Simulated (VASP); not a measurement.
An input for Ansatz (written as the equivalent of a VASP run, and not itself run):

Ansatz 0.2 input:
```yaml
crystal:
  lattice:
    - [3.4710000, 0.0000000, 0.0000000]
    - [0.0000000, 3.4710000, 0.0000000]
    - [0.0000000, 0.0000000, 3.4710000]
  atoms:
    - { symbol: Ru, position: [0.0000000, 0.0000000, 0.0000000] }
    - { symbol: Al, position: [0.5000000, 0.5000000, 0.5000000] }
kpoints:
  mp_grid: { grid: [10, 10, 10] }
hamiltonian:
  xc: pbesol
  pseudopotentials: { kind: paw }
scf:
  occupations: { method: methfessel_paxton, width: 0.1 }
  max_iter: 100
relax:
  max_steps: 60
  f_tol: 0.01
  cell: {}
output: { forces: true, stress: true, eigenvalues: true }
```

Task: Write the VASP files for the same calculation (PBEsol).

Result: This is not unique; one that fits is 
### KPOINTS
```
Automatic mesh
0
Gamma
10 10 10
0 0 0
```

POSCAR:
```
RuAl
1.0
  3.4710000000   0.0000000000   0.0000000000
  0.0000000000   3.4710000000   0.0000000000
  0.0000000000   0.0000000000   3.4710000000
Ru Al
1 1
Cartesian
  0.0000000000   0.0000000000   0.0000000000
  1.7355000000   1.7355000000   1.7355000000
```

### INCAR
```
# general
SYSTEM  = RuAl
PREC    = Accurate
ENCUT   = 400
LREAL   = F
LASPH   = T

# electronic loop
EDIFF   = 1E-6
NELM    = 100
ALGO    = Normal
LMAXMIX = 4

# smearing
ISMEAR  = 1
SIGMA   = 0.1

# functional
GGA     = PS

# ions
IBRION  = 2
NSW     = 60
ISIF    = 3
EDIFFG  = -0.01

# output
LWAVE   = F
LCHARG  = F
```

POTCAR, in this order: Ru_pv Al (PBE.64 set). Program: vasp_std.

Limits of the translation: each code has its own PAW files, so the cut-off isn't converted (ENCUT is set for VASP's; basis.ecutwfc is left out, and Ansatz then takes the one that its files recommend); Ansatz stops its SCF on the density residual and VASP on the energy change (EDIFF).

The structure was generated: RuAl was put into the CsCl type type (Pm-3m), which need not be its known phase. This run relaxes it. Symmetry was kept, so distortions that lower it aren't found.
